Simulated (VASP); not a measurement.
Data:

```yaml
crystal:
  lattice:
    - [4.09874, -2.26602, -0.01683]
    - [4.09874, 2.26602, -0.01683]
    - [2.86124, 0.00000, 3.70784]
  atoms:
    - { symbol: Bi, position: [0.23683, 0.23683, 0.23683] }
    - { symbol: Bi, position: [0.76317, 0.76317, 0.76317] }
```

All values below come from vdW-DF-cx, VASP's PBE PAW potentials (set 64) (plane waves; VASP). Run with 520 eV cut-off, Gaussian smearing of 0.050 eV, potentials Bi_d.

### Question
Give the energies of bands 13 to 18 at the high-symmetry points, in eV from the Fermi level.

### Answer

```csv
band,Γ,T,H2,L,S0,F
13,-1.45,-0.79,-4.11,-1.10,-4.41,-4.77
14,-1.19,-0.48,-4.04,-0.97,-2.47,-3.05
15,-1.19,-0.48,-0.26,-0.21,-2.46,-2.92
16,2.77,0.57,0.72,-0.20,3.09,2.53
17,3.07,0.57,5.18,0.44,3.19,5.04
18,3.07,0.62,5.18,0.85,4.75,5.41
```

It has no gap at this level: it comes out as a metal or semimetal.

The compound is Bi in the a7 structure. It was relaxed first.
